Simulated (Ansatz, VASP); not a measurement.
# Cross-check of HfSi3O8 (amorphous 25HfO2-75SiO2 (mol %)) between VASP and Ansatz

One calculation is typed for both programs; each brings its own data sets. How far apart do they land? The cell is taken from a series of runs on this material, whose earlier steps may have relaxed, scaled, displaced or heated it; both programs get it as it stands.

Calculated with Ansatz 0.2.0; plane waves, with VASP 6.6.1 beside it; single point at PBE.

### Step 1. The starting structure

The cell holds 84 atoms: 7 Hf, 21 Si and 56 O. Cell: a = 10.744 Å, b = 10.744 Å, c = 10.744 Å, α = 90.0°, β = 90.0°, γ = 90.0°. As first built, before any earlier steps moved the atoms (in the runner's words): 84 atoms (7 Zr, 21 Si, 56 O) placed at random at 2.84 g/cm^3, melted at 5000 K for 10 ps at fixed volume with the Morse and Coulomb pair potential with partial charges (Pedone, Malavasi, Menziani, Cormack and Segre, J. Phys. Chem. B 110, 11780 (2006)). Quenched from 5000 K to 300 K at 50 K/ps and fixed volume, held 5 ps, then minimised at fixed cell. Then Zr was replaced by Hf (the potential has no terms for the new elements, so the cell is a start for a DFT relaxation).

### Step 2. VASP: single point, PBE, pair 1

With cell and atoms fixed, the geometry can't cause a difference; cores, projectors, grids and the points listed under the comparison can.

Lines of VASP's logs that name or quote its potential files are left out, and so is its time.

Contents of INCAR:

```
SYSTEM = HfSi3O8
PREC = Accurate
ENCUT = 520
EDIFF = 1E-06
NELM = 120
ISMEAR = -1
SIGMA = 0.025
LREAL = Auto
ALGO = Normal
GGA = PE
NBANDS = 304
LASPH = .TRUE.
LORBIT = 11
LWAVE = .FALSE.
LCHARG = .FALSE.
ISIF = 2
GGA_COMPAT = .FALSE.
EFERMI = MIDGAP
NCORE = 2
```

Contents of POSCAR:

```
HfSi3O8
1.0
   10.7439000000      0.0000000000      0.0000000000
    0.0000000000     10.7439000000      0.0000000000
    0.0000000000      0.0000000000     10.7439000000
Hf Si O
7 21 56
Direct
    0.0694400000      0.9202600000      0.7189500000
    0.4763000000      0.5037900000      0.5667800000
    0.6553900000      0.9047900000      0.9926700000
    0.4435900000      0.7959000000      0.7295900000
    0.7313900000      0.6831100000      0.3482700000
    0.3010500000      0.9594000000      0.9456500000
    0.7748800000      0.2155600000      0.8896700000
    0.9033700000      0.7002300000      0.8894900000
    0.3216900000      0.5068800000      0.8392000000
    0.5728000000      0.6110000000      0.0849700000
    0.4449900000      0.0506500000      0.4285500000
    0.4665900000      0.2471100000      0.9181000000
    0.5513300000      0.1899600000      0.6384300000
    0.6266100000      0.4281600000      0.3135900000
    0.4179200000      0.7716300000      0.4089900000
    0.0040000000      0.2274200000      0.6369000000
    0.6862600000      0.5273400000      0.8173500000
    0.0955800000      0.5291700000      0.0230900000
    0.0339700000      0.6978800000      0.4732600000
    0.3527400000      0.3136900000      0.3366400000
    0.3019500000      0.6915200000      0.1541800000
    0.0166800000      0.0461900000      0.0500800000
    0.9408800000      0.8193000000      0.2364000000
    0.1953800000      0.4525200000      0.5630600000
    0.7282800000      0.9812200000      0.7051200000
    0.7161300000      0.0110600000      0.2949100000
    0.0995000000      0.2877300000      0.1861000000
    0.8665900000      0.2528100000      0.3709400000
    0.9881700000      0.2902800000      0.2886400000
    0.9148500000      0.2436200000      0.5120400000
    0.4900200000      0.3684200000      0.3000100000
    0.6807800000      0.0011500000      0.1529300000
    0.0753800000      0.7981100000      0.5695200000
    0.4226400000      0.6051800000      0.1061600000
    0.2343000000      0.3209200000      0.2496800000
    0.0995200000      0.1485200000      0.1284600000
    0.3044100000      0.4809000000      0.6770400000
    0.9802500000      0.9269400000      0.1431900000
    0.4000600000      0.3876200000      0.8943200000
    0.3770000000      0.6436400000      0.8298700000
    0.8615300000      0.7008900000      0.2052600000
    0.1091400000      0.3441900000      0.6093200000
    0.5388700000      0.3204800000      0.5698700000
    0.8112900000      0.1210900000      0.3272800000
    0.3756700000      0.1696000000      0.3683900000
    0.1233100000      0.5691700000      0.5046400000
    0.1900200000      0.5083200000      0.9045900000
    0.2961100000      0.8251200000      0.0851200000
    0.9218600000      0.2345300000      0.7606600000
    0.6038500000      0.7531000000      0.0986200000
    0.7188700000      0.3849100000      0.8169500000
    0.3842700000      0.9151800000      0.4244600000
    0.4825700000      0.8915400000      0.9006200000
    0.7476200000      0.3483300000      0.3380300000
    0.1075000000      0.9971700000      0.9362600000
    0.7996800000      0.8803400000      0.3240700000
    0.8075200000      0.6145800000      0.8072200000
    0.6232300000      0.5615000000      0.9553400000
    0.1788400000      0.6144900000      0.1190500000
    0.3150400000      0.4108400000      0.4607700000
    0.0811200000      0.0997600000      0.6458900000
    0.8990400000      0.1233800000      0.0061900000
    0.8682500000      0.9482400000      0.6898600000
    0.8115700000      0.8042000000      0.9460000000
    0.3359500000      0.7059200000      0.3034800000
    0.9738600000      0.5989400000      0.9798300000
    0.6184900000      0.8773700000      0.6840700000
    0.5847200000      0.5620500000      0.7120800000
    0.0732300000      0.3951100000      0.0858000000
    0.5998500000      0.2429400000      0.9867200000
    0.5866500000      0.0375300000      0.3713400000
    0.6827600000      0.1144800000      0.6415000000
    0.0423800000      0.7728400000      0.3343800000
    0.6418800000      0.5378100000      0.2060500000
    0.5606200000      0.7640400000      0.3716400000
    0.3726300000      0.1386400000      0.9650200000
    0.4166900000      0.6986500000      0.5503500000
    0.4613400000      0.0913500000      0.5705600000
    0.0151100000      0.7689400000      0.8245800000
    0.5051000000      0.2081600000      0.7767600000
    0.7098500000      0.0306900000      0.8537700000
    0.6148400000      0.5297500000      0.4298400000
    0.8869700000      0.6576800000      0.4624800000
    0.2735500000      0.8949200000      0.7619000000
```

Contents of KPOINTS:

```
Automatic mesh
0
Gamma
1 1 1
0 0 0
```

PAW data sets: Hf_pv, Si and O (PBE family, release 64).

Run with:

```bash
mpirun -np 8 vasp_gam
```

Numbers of over 12 decimals in the logs are rounded to 6 here.

What it wrote:

```text
[banner, memory and clock lines left out]
running    8 mpi-ranks, on    1 nodes
[...]
LDA part: xc-table for (Slater+PW92), standard interpolation
 POSCAR, INCAR and KPOINTS ok, starting setup
[...]
entering main loop
       N       E                     dE             d eps       ncg     rms          rms(c)
DAV:   1     0.461501377808E+04    0.46150E+04   -0.29506E+05   624   0.159E+03
DAV:   2    -0.397848203885E+03   -0.50129E+04   -0.48517E+04   752   0.405E+02
DAV:   3    -0.803543060680E+03   -0.40569E+03   -0.40311E+03   704   0.118E+02
DAV:   4    -0.812696993300E+03   -0.91539E+01   -0.91118E+01   736   0.189E+01
[...]
DAV:  17    -0.695809303176E+03    0.29091E-04   -0.28052E-04   736   0.514E-02    0.289E-02
DAV:  18    -0.695809308102E+03   -0.49258E-05   -0.69637E-05   704   0.185E-02    0.208E-02
DAV:  19    -0.695809307940E+03    0.16238E-06   -0.55634E-06   664   0.653E-03
   1 F= -.69580931E+03 E0= -.69580931E+03  d E =0.000000E+00
```

From OUTCAR (step 2):

```text
  Total      -38.8674985    -23.0074438     -5.7029581     13.9872258     12.6537400     -1.4055722
  in kB      -50.2124371    -29.7230300     -7.3675805     18.0699227     16.3472090     -1.8158412
  external PRESSURE =     -29.1010159 kB  Pullay stress =       0.0000000 kB

 POSITION                                       TOTAL-FORCE (eV/Angst)
 -----------------------------------------------------------------------------------
      0.74606      9.88718      7.72433        -1.983256     -1.226218     -1.048030
      5.11732      5.41267      6.08943         2.740177     -1.316715      1.169338
      7.04144      9.72097     10.66515         1.342010     -1.443124      1.420842
      4.76589      8.55107      7.83864         0.243791      0.398930      1.683185
      7.85798      7.33927      3.74178         1.240289      1.420636     -0.422391
      3.23445     10.30770     10.15997         0.804908      0.010543      0.457989
      8.32523      2.31596      9.55853         0.096329     -0.236264     -0.813716
[...]
7.37311      5.66569      8.78153         0.407550      0.400441      1.805959
      1.02690      5.68535      0.24808         1.764068      0.643178     -0.180964
      0.36497      7.49795      5.08466        -1.227105     -0.742202     -1.381282
      3.78980      3.37025      3.61683         0.492735      0.160805      1.418915
      3.24412      7.42962      1.65649         1.687466     -0.166680     -0.630619
      0.17921      0.49626      0.53805         0.295470      0.014963      0.368994
[...]
-----------------------------------------------------------------------------------
    total drift:                               -0.008111      0.011059     -0.006881

  FREE ENERGIE OF THE ION-ELECTRON SYSTEM (eV)
  ---------------------------------------------------
  free  energy   TOTEN  =      -695.8093079399 eV

  energy  without entropy=     -695.8093079399  energy(sigma->0) =     -695.80930794

[... 3 further parts left out ...]
[key lines of the parts left out:]
E-fermi :   2.7139
```

The run ends at a pressure of -2.91 GPa, with forces up to 3.5 eV/Å.

### Step 3. Ansatz: single point, PBE, pair 1

Ansatz runs on its default PAW (the set named soft_2) files.

The same cell, functional, mesh and smearing now go to Ansatz, which takes its cutoff from its data sets.

Contents of input.yaml:

```yaml
crystal:
  lattice:
    - [10.7439, 0.0, 0.0]
    - [0.0, 10.7439, 0.0]
    - [0.0, 0.0, 10.7439]
  atoms:
    - { symbol: Hf, position: [0.06944, 0.92026, 0.71895] }
    - { symbol: Hf, position: [0.4763, 0.50379, 0.56678] }
    - { symbol: Hf, position: [0.65539, 0.90479, 0.99267] }
    - { symbol: Hf, position: [0.44359, 0.7959, 0.72959] }
    - { symbol: Hf, position: [0.73139, 0.68311, 0.34827] }
    - { symbol: Hf, position: [0.30105, 0.9594, 0.94565] }
    - { symbol: Hf, position: [0.77488, 0.21556, 0.88967] }
    - { symbol: Si, position: [0.90337, 0.70023, 0.88949] }
    - { symbol: Si, position: [0.32169, 0.50688, 0.8392] }
    - { symbol: Si, position: [0.5728, 0.611, 0.08497] }
    - { symbol: Si, position: [0.44499, 0.05065, 0.42855] }
    - { symbol: Si, position: [0.46659, 0.24711, 0.9181] }
    - { symbol: Si, position: [0.55133, 0.18996, 0.63843] }
    - { symbol: Si, position: [0.62661, 0.42816, 0.31359] }
    - { symbol: Si, position: [0.41792, 0.77163, 0.40899] }
    - { symbol: Si, position: [0.004, 0.22742, 0.6369] }
    - { symbol: Si, position: [0.68626, 0.52734, 0.81735] }
    - { symbol: Si, position: [0.09558, 0.52917, 0.02309] }
    - { symbol: Si, position: [0.03397, 0.69788, 0.47326] }
    - { symbol: Si, position: [0.35274, 0.31369, 0.33664] }
    - { symbol: Si, position: [0.30195, 0.69152, 0.15418] }
    - { symbol: Si, position: [0.01668, 0.04619, 0.05008] }
    - { symbol: Si, position: [0.94088, 0.8193, 0.2364] }
    - { symbol: Si, position: [0.19538, 0.45252, 0.56306] }
    - { symbol: Si, position: [0.72828, 0.98122, 0.70512] }
    - { symbol: Si, position: [0.71613, 0.01106, 0.29491] }
    - { symbol: Si, position: [0.0995, 0.28773, 0.1861] }
    - { symbol: Si, position: [0.86659, 0.25281, 0.37094] }
    - { symbol: O, position: [0.98817, 0.29028, 0.28864] }
    - { symbol: O, position: [0.91485, 0.24362, 0.51204] }
    - { symbol: O, position: [0.49002, 0.36842, 0.30001] }
    - { symbol: O, position: [0.68078, 0.00115, 0.15293] }
    - { symbol: O, position: [0.07538, 0.79811, 0.56952] }
    - { symbol: O, position: [0.42264, 0.60518, 0.10616] }
    - { symbol: O, position: [0.2343, 0.32092, 0.24968] }
    - { symbol: O, position: [0.09952, 0.14852, 0.12846] }
    - { symbol: O, position: [0.30441, 0.4809, 0.67704] }
    - { symbol: O, position: [0.98025, 0.92694, 0.14319] }
    - { symbol: O, position: [0.40006, 0.38762, 0.89432] }
    - { symbol: O, position: [0.377, 0.64364, 0.82987] }
    - { symbol: O, position: [0.86153, 0.70089, 0.20526] }
    - { symbol: O, position: [0.10914, 0.34419, 0.60932] }
    - { symbol: O, position: [0.53887, 0.32048, 0.56987] }
    - { symbol: O, position: [0.81129, 0.12109, 0.32728] }
    - { symbol: O, position: [0.37567, 0.1696, 0.36839] }
    - { symbol: O, position: [0.12331, 0.56917, 0.50464] }
    - { symbol: O, position: [0.19002, 0.50832, 0.90459] }
    - { symbol: O, position: [0.29611, 0.82512, 0.08512] }
    - { symbol: O, position: [0.92186, 0.23453, 0.76066] }
    - { symbol: O, position: [0.60385, 0.7531, 0.09862] }
    - { symbol: O, position: [0.71887, 0.38491, 0.81695] }
    - { symbol: O, position: [0.38427, 0.91518, 0.42446] }
    - { symbol: O, position: [0.48257, 0.89154, 0.90062] }
    - { symbol: O, position: [0.74762, 0.34833, 0.33803] }
    - { symbol: O, position: [0.1075, 0.99717, 0.93626] }
    - { symbol: O, position: [0.79968, 0.88034, 0.32407] }
    - { symbol: O, position: [0.80752, 0.61458, 0.80722] }
    - { symbol: O, position: [0.62323, 0.5615, 0.95534] }
    - { symbol: O, position: [0.17884, 0.61449, 0.11905] }
    - { symbol: O, position: [0.31504, 0.41084, 0.46077] }
    - { symbol: O, position: [0.08112, 0.09976, 0.64589] }
    - { symbol: O, position: [0.89904, 0.12338, 0.00619] }
    - { symbol: O, position: [0.86825, 0.94824, 0.68986] }
    - { symbol: O, position: [0.81157, 0.8042, 0.946] }
    - { symbol: O, position: [0.33595, 0.70592, 0.30348] }
    - { symbol: O, position: [0.97386, 0.59894, 0.97983] }
    - { symbol: O, position: [0.61849, 0.87737, 0.68407] }
    - { symbol: O, position: [0.58472, 0.56205, 0.71208] }
    - { symbol: O, position: [0.07323, 0.39511, 0.0858] }
    - { symbol: O, position: [0.59985, 0.24294, 0.98672] }
    - { symbol: O, position: [0.58665, 0.03753, 0.37134] }
    - { symbol: O, position: [0.68276, 0.11448, 0.6415] }
    - { symbol: O, position: [0.04238, 0.77284, 0.33438] }
    - { symbol: O, position: [0.64188, 0.53781, 0.20605] }
    - { symbol: O, position: [0.56062, 0.76404, 0.37164] }
    - { symbol: O, position: [0.37263, 0.13864, 0.96502] }
    - { symbol: O, position: [0.41669, 0.69865, 0.55035] }
    - { symbol: O, position: [0.46134, 0.09135, 0.57056] }
    - { symbol: O, position: [0.01511, 0.76894, 0.82458] }
    - { symbol: O, position: [0.5051, 0.20816, 0.77676] }
    - { symbol: O, position: [0.70985, 0.03069, 0.85377] }
    - { symbol: O, position: [0.61484, 0.52975, 0.42984] }
    - { symbol: O, position: [0.88697, 0.65768, 0.46248] }
    - { symbol: O, position: [0.27355, 0.89492, 0.7619] }
kpoints:
  mp_grid: { grid: [1, 1, 1] }
hamiltonian:
  xc: pbe
scf:
  occupations: { method: fermi_dirac, width: 0.025 }
output:
  forces: true
```

Run with:

```bash
ansatz run input.yaml --threads 4 --pin off --max-ram 8192MiB --backend cpu --events-out ev --progress --plain --runs-dir out
```

What it wrote:

```text
Engine: ansatz 0.2.0, aarch64-unknown-linux-gnu
Pseudopotentials: kind: paw
Pseudopotential: Hf, paw, valence charge 26, recommended cutoff 420 eV (normal), Hf.paw.azcp
Pseudopotential: Si, paw, valence charge 4, recommended cutoff 420 eV (normal), Si.paw.azcp
Pseudopotential: O, paw, valence charge 6, recommended cutoff 420 eV (normal), O.paw.azcp
Functional definition: PBE
  parameter kappa = 0.804
  parameter beta = 0.066725
  exchange = pbe_x(kappa = kappa, mu = beta*pi^2/3)
  correlation = pbe_c(beta = beta)
Crystal: 84 atoms, lattice volume = 1240.183 Å³
Basis set: ecut = 420 eV, 24207 PW (Γ), exchange–correlation on 144×144×144 points (8 copies of the dense FFT grid, shifted against one another)
Bands: 385, of which v1, the nominal top of the filled ones, is band 301 counted from 1 (300 counted from 0)
Symmetry: 1 space group operations
Space group: P1 (ITA 1), of the structure as read, at distance tolerance 1.1e-4 Å
k-points: 1
Non-local potential: Hf, projectors of the file, l = 0: 3, l = 1: 2, l = 2: 2, l = 3: 3
Non-local potential: Si, projectors of the file, l = 0: 2, l = 1: 2, l = 2: 2
Non-local potential: O, projectors of the file, l = 0: 2, l = 1: 2, l = 2: 1
PAW form: soft (Blöchl's): semilocal exchange-correlation on the pseudo side does not see the compensation charge
PAW one-centre angular grid: Hf, 590 points (default); XC on 64 Gauss nodes
PAW one-centre angular grid: Si, 110 points (default); XC on 64 Gauss nodes
PAW one-centre angular grid: O, 110 points (default); XC on 64 Gauss nodes
Initial density: superposition of atomic densities (neutral atoms: chi_scale 0, normalization atom), corrected by the library's trained network
Initial wavefunctions: pseudopotential atomic-orbital guess
Functional: x = pbe(κ = 0.804, μ = 0.219515), c = pbe(β = 0.066725)
SCF iter   1: F=—  HF=-155271.941896 eV  |F-HF|=—  |Δ(HF+E_count)|=         —  Δρ=2.93e-3  dr2=1.09e-1  ethr=1.77e-3  ⟨swp⟩=5.0  Hψ=1518  notcnv=0  defer=61
preconditioner: auto → Resta (q_TF=auto, 2.419 Å⁻¹)  ε∞=3.7  [insulator: Δε(μ)=2.988 eV  Ē_g=14.995 eV  σ=0.025 eV  W_gap=1.00  n_scr=304 (ndim 8)  ℏωp=24.6 eV  f_vac=0.220  D(μ)=0.00/eV (n_scr^D=0)  ε∞_Penn≈3.7]
SCF iter   2: F=—  HF=-155271.946894 eV  |F-HF|=—  |Δ(HF+E_count)|=   5.00e-3  Δρ=1.46e-3  dr2=2.27e-2  ethr=1.81e-5  ⟨swp⟩=2.0  Hψ=681  notcnv=0  defer=77
SCF iter   3: F=—  HF=-155271.948270 eV  |F-HF|=—  |Δ(HF+E_count)|=   1.38e-3  Δρ=6.42e-4  dr2=7.01e-3  ethr=3.76e-6  ⟨swp⟩=2.0  Hψ=551  notcnv=0  defer=41
automatic band count: iteration 3 solves 349 bands in place of 385: the levels show a gap, and the empty bands left out lie too high to hold charge; the band table lists the bands solved (type scf.n_extra_bands for more)
SCF iter   4: F=—  HF=-155271.948376 eV  |F-HF|=—  |Δ(HF+E_count)|=   1.06e-4  Δρ=2.18e-4  dr2=8.40e-4  ethr=1.16e-6  ⟨swp⟩=2.0  Hψ=551  notcnv=0  defer=41
SCF iter   5: F=—  HF=-155271.948380 eV  |F-HF|=—  |Δ(HF+E_count)|=   4.09e-6  Δρ=1.32e-4  dr2=2.38e-4  ethr=1.39e-7  ⟨swp⟩=2.0  Hψ=607  notcnv=0  defer=41
SCF iter   6: F=—  HF=-155271.948397 eV  |F-HF|=—  |Δ(HF+E_count)|=   1.70e-5  Δρ=4.83e-5  dr2=3.36e-5  ethr=3.96e-8  ⟨swp⟩=2.0  Hψ=607  notcnv=0  defer=41
SCF iter   7: F=—  HF=-155271.950018 eV  |F-HF|=—  |Δ(HF+E_count)|=   1.62e-3  Δρ=2.01e-5  dr2=5.45e-6  ethr=5.58e-9  ⟨swp⟩=2.0  Hψ=634  notcnv=0  defer=41
SCF iter   8: F=—  HF=-155271.950021 eV  |F-HF|=—  |Δ(HF+E_count)|=   2.68e-6  Δρ=1.21e-5  dr2=1.83e-6  ethr=9.06e-10  ⟨swp⟩=2.0  Hψ=608  notcnv=0  defer=41
SCF iter   9: F=—  HF=-155271.950021 eV  |F-HF|=—  |Δ(HF+E_count)|=   9.42e-8  Δρ=3.29e-6  dr2=1.49e-7  ethr=3.04e-10  ⟨swp⟩=2.0  Hψ=605  notcnv=0  defer=41
SCF iter  10: F=-155271.950021 eV  HF=-155271.950021 eV  |F-HF|=3.06e-9  |Δ(HF+E_count)|=   6.27e-8  Δρ=1.87e-6  dr2=4.04e-8  ethr=1.66e-11  ⟨swp⟩=4.0  Hψ=1170  notcnv=0
SCF 1 converged in 10 iterations: F = -155271.950021 eV  dr2 = 4.04e-8
  greatest PAW one-centre occupation: 0.999 electrons in one spin orbital (limit 2), on the Hf atom at site 1 (counted from 0), in its partial waves of l = 0
SCF converged after 10 iterations
Free energy (F): -155271.950021 eV
Harris-Foulkes:  -155271.950021 eV  (|F-HF|=3.06e-9)
Internal energy: -155271.950021 eV  (E = F + TS)
E sigma→0 (E₀):  -155271.950021 eV
Fermi energy:    5.816993 eV
--- Per-component energies (eV) ---
  E_band       = -4030.511985
  E_kinetic    = 13770.030953
  E_local      = -98244.846809  (includes V_loc(G=0)·N_el)
  E_nonlocal   = -5515.017367
  E_hartree    = 43093.389991
  E_xc         = -7394.123550
  E_vxc        = -8121.987549  (∫ρ·V_xc dr)
  E_paw        = -68143.736355  (= ΣΔE_a)
  E_vpaw       = 7894.375943  (= ΣTr[D̂ρ^β])
  E_aug_tail   = 0.142453  (compensation charges beyond the density's cutoff)
  E_ewald      = -32837.789339
  E_smearing   = -0.000000  (= −TS)
  E_closure    = 0.000000  (closes the sum)
  Σ components = -155271.950021   (vs F -155271.950021, Δ=0.00e0)
--- Forces (eV/Å), atoms counted from 1 ---
  atom   1  Hf    -1.93714964    -1.15014375    -1.00235257
  atom   2  Hf     2.68206119    -1.30440455     1.12883329
  atom   3  Hf     1.31036117    -1.40745820     1.39152699
  atom   4  Hf     0.26437433     0.40156645     1.58088508
  atom   5  Hf     1.23467555     1.36745167    -0.40449636
  atom   6  Hf     0.78954952     0.05210525     0.50576028
  atom   7  Hf     0.07727774    -0.22221621    -0.78127483
  atom   8  Si    -1.08714131    -0.30853988    -0.08723034
  atom   9  Si     0.36098699    -1.24919592    -0.21060529
  atom  10  Si    -0.95372903     0.18787439    -0.35988762
  atom  11  Si     2.39807027     0.58112210    -0.00032290
  atom  12  Si     0.48216855     0.36186409    -1.05868859
  atom  13  Si     0.11575691    -0.60158632     0.33968695
  atom  14  Si    -0.88989269     0.80320882     0.48563660
  atom  15  Si     1.23112967    -0.73459201     0.02273965
  atom  16  Si    -0.04326657     0.28219151    -0.39440384
  atom  17  Si     0.42205105     0.36496123     1.78800063
  atom  18  Si     1.77849575     0.66838801    -0.18774646
  atom  19  Si    -1.28881189    -0.70206823    -1.36557876
  atom  20  Si     0.48423989     0.14146731     1.42973217
  atom  21  Si     1.70218454    -0.13040598    -0.66963390
  atom  22  Si     0.27260496     0.06334332     0.32143521
  atom  23  Si    -1.51490140     0.89013081     1.54250360
  atom  24  Si     0.63387526    -0.15686106    -0.07144327
[...]
atom  77  O     -0.55281711     0.20708955    -0.10705105
  atom  78  O     -1.25497890    -0.88611908     0.49070551
  atom  79  O      1.48050512     1.55599255    -1.47609056
  atom  80  O     -0.49951149    -0.30323780     0.25043890
  atom  81  O      0.10621237     0.67715933     0.59477784
  atom  82  O     -0.03668370    -0.07683207     0.70524964
  atom  83  O     -1.52823241    -0.37300206    -0.08576425
  atom  84  O      0.67846311    -0.04599351     0.41792589
  max |Σ_I F_I| component: 4.38e-5 eV/Å
```

(Continued in part 2 of 2.)

[Lines on the potential files, build, host, timing and source positions are cut from VASP's logs without a mark.]

[Logs are printed without paths, hosts, clocks, repeated set-up lines and the standing remarks that a program may print on its own settings, such as how far it seeks lower states.]

[Hosts, paths, dates, database ids (printed as entryN), source tags and the programs' standing remarks are cut or masked in the printed files.]
